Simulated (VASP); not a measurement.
Computed with PBE GGA, VASP's PBE PAW potentials (set 64) (plane waves; VASP).

A VASP calculation is set up with these files.

INCAR:
```
ALGO=Normal
EDIFF=1E-6
EDIFFG=-0.02
ENCUT=620
GGA=PE
IBRION=2
ISIF=3
ISMEAR=1
LASPH=T
LCHARG=F
LREAL=F
LWAVE=F
NELM=100
NSW=40
PREC=Accurate
PSTRESS=50
SIGMA=0.1
SYSTEM=Li
```

### KPOINTS
```
Automatic mesh
0
Gamma
15 15 15
0 0 0
```

POSCAR:
```
Li
1.0
 -1.7140963307   1.7140963307   1.7140963307
  1.7140963307  -1.7140963307   1.7140963307
  1.7140963307   1.7140963307  -1.7140963307
Li
1
Cart
  0.0000000000   0.0000000000   0.0000000000
```

POTCAR, in this order: Li_sv (PBE.64 set). Program: vasp_std.

Energy and stress use the plane-wave basis of the starting cell.

Task: Predict the energy per atom (σ→0), volume per atom, band gap (on the k-mesh).

Result: 
| Item | Result |
|---|---|
| energy per atom (σ→0) | -178.1 kJ/mol of atoms |
| band gap (on the k-mesh) | none (metal, semimetal or under 0.01 eV) |
| volume per atom | 15.72 Å³/atom |

File OSZICAR:
```
...
       N       E                     dE             d eps       ncg     rms          rms(c)
DAV:   1    -0.185047507172E+01    0.15895E-01   -0.18203E-01  1605   0.469E+00    0.842E-01
DAV:   2    -0.184820419533E+01    0.22709E-02   -0.18350E-02  1335   0.159E+00    0.541E-01
DAV:   3    -0.184605484932E+01    0.21493E-02   -0.62610E-03  2170   0.553E-01    0.138E-01
DAV:   4    -0.184593338378E+01    0.12147E-03   -0.40084E-04  1990   0.190E-01    0.166E-02
DAV:   5    -0.184593707783E+01   -0.36941E-05   -0.34019E-05  1440   0.644E-02    0.483E-03
DAV:   6    -0.184593696331E+01    0.11453E-06   -0.11346E-06   890   0.137E-02
   4 F= -.13554132E+01 E0= -.13553874E+01  d E =-.810955E-01
```

The compound is Li in the bcc structure. This run relaxes it under an external pressure of 5 GPa. Symmetry was kept, so distortions that lower it aren't found.
